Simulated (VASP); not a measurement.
Method: LDA (Ceperley-Alder, Perdew-Zunger), VASP's LDA PAW potentials (set 64) (plane waves; VASP 6.6.1).

VASP input:

### INCAR
```
# general
SYSTEM   =  Sr(AsRu)2
PREC     =  Accurate
ENCUT    =  300
LREAL    =  .False.
LASPH    =  .True.

# electronic loop
EDIFF    =  1E-6
NELM     =  100
ALGO     =  Normal
LMAXMIX  =  4

# smearing
ISMEAR   =  0
SIGMA    =  0.05

# ions
ISIF     =  2

# output
LWAVE    =  .False.
LCHARG   =  .False.
```

KPOINTS:
```
Automatic mesh
0
Gamma
5 5 5
0 0 0
```

POSCAR:
```
Sr(AsRu)2
6.4195010
 -0.3251662396   0.3251662396   0.8879942538
  0.3251662396  -0.3251662396   0.8879942538
  0.3251662396   0.3251662396  -0.8879942538
Sr As Ru
1 2 2
Direct
  0.0000000000   0.0000000000   0.0000000000
  0.6432200000   0.6432200000   0.0000000000
  0.3567800000   0.3567800000   0.0000000000
  0.2500000000   0.7500000000   0.5000000000
  0.7500000000   0.2500000000   0.5000000000
```

POTCAR, in this order: Sr_sv As Ru_pv (LDA.64 set). Program: vasp_std.

Output

File OSZICAR:
```
       N       E                     dE             d eps       ncg     rms          rms(c)
DAV:   1     0.285467634265E+03    0.28547E+03   -0.20454E+04  1208   0.110E+03
DAV:   2    -0.238522472199E+02   -0.30932E+03   -0.29867E+03  1172   0.338E+02
DAV:   3    -0.379792951704E+02   -0.14127E+02   -0.13660E+02  1400   0.634E+01
DAV:   4    -0.384168815296E+02   -0.43759E+00   -0.43366E+00  1352   0.901E+00
DAV:   5    -0.384282572198E+02   -0.11376E-01   -0.11366E-01  1352   0.134E+00    0.234E+01
DAV:   6    -0.377258614374E+02    0.70240E+00   -0.48993E+00  1116   0.146E+01    0.101E+01
DAV:   7    -0.375729569332E+02    0.15290E+00   -0.25151E+00  1144   0.947E+00    0.805E+00
DAV:   8    -0.374196961693E+02    0.15326E+00   -0.64357E-01  1148   0.549E+00    0.127E+00
DAV:   9    -0.374198428037E+02   -0.14663E-03   -0.54163E-02  1428   0.102E+00    0.425E-01
DAV:  10    -0.374186829987E+02    0.11598E-02   -0.10520E-02  1168   0.669E-01    0.102E-01
DAV:  11    -0.374186865516E+02   -0.35529E-05   -0.73447E-04  1148   0.155E-01    0.364E-02
DAV:  12    -0.374186833641E+02    0.31875E-05   -0.95231E-05  1192   0.581E-02    0.139E-02
DAV:  13    -0.374186812112E+02    0.21529E-05   -0.10323E-05  1164   0.177E-02    0.485E-03
DAV:  14    -0.374186810362E+02    0.17499E-06   -0.20040E-06   816   0.630E-03
   1 F= -.37418681E+02 E0= -.37416487E+02  d E =-.438885E-02
```

OUTCAR:
```
------------------------ aborting loop because EDIFF is reached ----------------------------------------
  FORCE on cell =-STRESS in cart. coord.  units (eV):
  Direction    XX          YY          ZZ          XY          YZ          ZX
  --------------------------------------------------------------------------------------
  Total       -3.4389628     -3.4389628     -2.7816626      0.0000000      0.0000000      0.0000000
  in kB      -55.4565952    -55.4565952    -44.8569957      0.0000000      0.0000000      0.0000000
  external PRESSURE =     -51.9233954 kB  Pullay stress =       0.0000000 kB
  volume of cell :       99.35
      direct lattice vectors                 reciprocal lattice vectors
    -2.087405000  2.087405000  5.700480000     0.000000000  0.239531859  0.087711912
     2.087405000 -2.087405000  5.700480000     0.239531859  0.000000000  0.087711912
     2.087405000  2.087405000 -5.700480000     0.239531859  0.239531859  0.000000000
 POSITION                                       TOTAL-FORCE (eV/Angst)
 -----------------------------------------------------------------------------------
      0.00000      0.00000      0.00000        -0.000000     -0.000000      0.000000
      0.00000      0.00000      7.33333        -0.000000     -0.000000      0.064375
      0.00000      0.00000      4.06763         0.000000      0.000000     -0.064375
      2.08740      0.00000      2.85024        -0.000000     -0.000000     -0.000000
      0.00000      2.08740      2.85024        -0.000000     -0.000000     -0.000000
 -----------------------------------------------------------------------------------
    total drift:                               -0.000000      0.000000     -0.000000
  FREE ENERGIE OF THE ION-ELECTRON SYSTEM (eV)
  ---------------------------------------------------
  free  energy   TOTEN  =       -37.4186810362 eV

  energy  without entropy=      -37.4142921840  energy(sigma->0) =      -37.41648661
```
(Selected blocks of OUTCAR.)

At this cut-off the stress carries a Pulay error, which pulls relaxed volumes low.

The structure comes from a computed database's Ru2SrAs2 entry (I4/mmm); how it stands against other phases isn't given here. The cell was not relaxed at this level. The k-mesh is coarse (spacing up to 0.43 per Å, 2π included), so the numbers may not be converged in it. The run is one of a series of settings (KPOINTS 5×5×5 Γ-centred mesh against the base run), some of them coarse on purpose.
